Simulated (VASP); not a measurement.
OSZICAR of a VASP run on PbTe (rock salt):

**OSZICAR**
```
       N       E                     dE             d eps       ncg     rms          rms(c)
DAV:   1     0.177297078109E+03    0.17730E+03   -0.76915E+03  1120   0.116E+03
DAV:   2     0.764764735770E+01   -0.16965E+03   -0.16537E+03  1160   0.345E+02
DAV:   3    -0.872808409821E+01   -0.16376E+02   -0.16033E+02  1460   0.130E+02
DAV:   4    -0.938854337165E+01   -0.66046E+00   -0.65933E+00  1428   0.291E+01
DAV:   5    -0.941551082881E+01   -0.26967E-01   -0.26965E-01  1608   0.542E+00    0.442E+00
DAV:   6    -0.933574651548E+01    0.79764E-01   -0.16436E-01  1528   0.385E+00    0.285E+00
DAV:   7    -0.933147530282E+01    0.42712E-02   -0.43343E-02  1532   0.119E+00    0.163E+00
DAV:   8    -0.933121472470E+01    0.26058E-03   -0.19946E-03  1532   0.412E-01    0.558E-01
DAV:   9    -0.933092032527E+01    0.29440E-03   -0.11085E-03  1532   0.405E-01    0.816E-02
DAV:  10    -0.933093155605E+01   -0.11231E-04   -0.12947E-04  1244   0.111E-01    0.232E-02
DAV:  11    -0.933093444889E+01   -0.28928E-05   -0.99097E-06  1568   0.341E-02    0.107E-02
DAV:  12    -0.933093474580E+01   -0.29690E-06   -0.48915E-07   736   0.866E-03
   1 F= -.93309347E+01 E0= -.93309347E+01  d E =-.151254E-06  mag=     0.0000    -0.0000     0.0000
       N       E                     dE             ncg
       N       E                     dE             ncg
       N       E                     dE             ncg
```

**Question.** Which electronic solver shows in the log?

**Answer.** It is blocked Davidson (ALGO = Normal, or the opening steps of other solvers). The INCAR had ALGO = Normal.

**Question.** How was spin treated?

**Answer.** With non-collinear spinors: mag has three components.

**Question.** Can the final energy be trusted as converged?

**Answer.** The run converged. It stopped with EDIFF = 1E-6, NELM = 100 (LDA (Ceperley-Alder, Perdew-Zunger) with spin-orbit coupling, plane waves, VASP's LDA PAW potentials (set 64)).

The compound is PbTe in the rock salt structure. It was relaxed first.
